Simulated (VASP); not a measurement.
A convergence study with VASP on Rh (fcc): a few settings are varied, all else stays as given below, so the limit is that of these other settings. The cell's lengths are 1 % over those of the tabulated start, so it is off equilibrium.

```
CELL_PARAMETERS angstrom
      0.00000     1.91900     1.91900
      1.91900     0.00000     1.91900
      1.91900     1.91900     0.00000
ATOMIC_POSITIONS crystal
  Rh 0.00000 0.00000 0.00000
```

These are PBE GGA, VASP's PBE PAW potentials (set 64) (plane waves; VASP) values and carry that method's errors. The last row used: LREAL = Auto, 600 eV cut-off, 14×14×14 Γ-centred mesh, first-order Methfessel-Paxton smearing of 0.10 eV, potentials Rh_pv.

| setting | E (eV/atom) | pressure (GPa) | plane waves |
|---|---|---|---|
| ENCUT = 300, LREAL = .FALSE., PREC = Normal | -7.2633 | -1.93 | 174 |
| ENCUT = 400, LREAL = .FALSE., PREC = Normal | -7.2562 | -2.79 | 271 |
| ENCUT = 500, LREAL = .FALSE., PREC = Normal | -7.2578 | -1.45 | 370 |
| ENCUT = 600, LREAL = .FALSE., PREC = Normal | -7.2580 | -1.64 | 495 |
| ENCUT = 500, LREAL = .FALSE., PREC = Accurate | -7.2578 | -1.45 | 370 |
| ENCUT = 600, LREAL = .FALSE., PREC = Accurate | -7.2580 | -1.64 | 495 |
| ENCUT = 300, LREAL = Auto, PREC = Normal | -7.2634 | -2.02 | 174 |
| ENCUT = 400, LREAL = Auto, PREC = Normal | -7.2572 | -2.73 | 271 |
| ENCUT = 500, LREAL = Auto, PREC = Normal | -7.2586 | -1.45 | 370 |
| ENCUT = 600, LREAL = Auto, PREC = Normal | -7.2590 | -1.95 | 495 |
| ENCUT = 300, LREAL = Auto, PREC = Accurate | -7.2633 | -1.98 | 174 |
| ENCUT = 400, LREAL = Auto, PREC = Accurate | -7.2566 | -2.80 | 271 |
| ENCUT = 500, LREAL = Auto, PREC = Accurate | -7.2588 | -1.32 | 370 |
| ENCUT = 600, LREAL = Auto, PREC = Accurate | -7.2591 | -1.68 | 495 |

Left out are rungs that failed or repeat a setting and relaxations that didn't move; long series are thinned to 24 rows.

The compound is Rh in the fcc structure. The cell was not relaxed at this level.
